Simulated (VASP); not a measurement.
Level of theory: LDA (Ceperley-Alder, Perdew-Zunger), VASP's LDA PAW potentials (set 64) (plane waves; VASP).

The input files of a VASP run:

INCAR:
```
SYSTEM = ZnSe
PREC = Accurate
ENCUT = 400
EDIFF = 1E-6
NELM = 100
ALGO = Normal
LREAL = .FALSE.
LASPH = .TRUE.
ISMEAR = 0
SIGMA = 0.05
LMAXMIX = 4
LWAVE = .FALSE.
LCHARG = .FALSE.
IBRION = 2
ISIF = 3
NSW = 60
EDIFFG = -0.01
```

File POSCAR:
```
ZnSe
1
    0.0000000000     2.8350000000     2.8350000000
    2.8350000000     0.0000000000     2.8350000000
    2.8350000000     2.8350000000     0.0000000000
Zn Se
1 1
Direct
  0.0000000000   0.0000000000   0.0000000000
  0.2500000000   0.2500000000   0.2500000000
```

KPOINTS:
```
Automatic mesh
0
Gamma
7 7 7
0 0 0
```

POTCAR, in this order: Zn Se (LDA.64 set). Program: vasp_std.

Energy and stress use the plane-wave basis of the starting cell.

Question: Estimate the energy per atom (σ→0), volume per atom, band gap (on the k-mesh).

Answer: 
The energy per atom (σ→0) is -355.7 kJ/mol of atoms and the band gap (on the k-mesh) comes out as 1.28 eV. The volume per atom is 21.63 Å³/atom.

File OSZICAR:
```
...
       N       E                     dE             d eps       ncg     rms          rms(c)
DAV:   1    -0.737379225262E+01   -0.11435E-02   -0.14147E-02   620   0.267E+00    0.233E-01
DAV:   2    -0.737284456006E+01    0.94769E-03   -0.34754E-03   615   0.172E+00    0.866E-02
DAV:   3    -0.737272801088E+01    0.11655E-03   -0.11889E-04   566   0.119E-01    0.415E-02
DAV:   4    -0.737269653356E+01    0.31477E-04   -0.18525E-05   611   0.601E-02    0.152E-02
DAV:   5    -0.737269291062E+01    0.36229E-05   -0.41771E-06   640   0.400E-02    0.136E-03
DAV:   6    -0.737269296202E+01   -0.51406E-07   -0.11746E-06   284   0.172E-02
   5 F= -.73726930E+01 E0= -.73726930E+01  d E =-.441136E-04
```

The compound is ZnSe in the zinc blende structure. This run relaxes it. Symmetry was kept, so distortions that lower it aren't found.
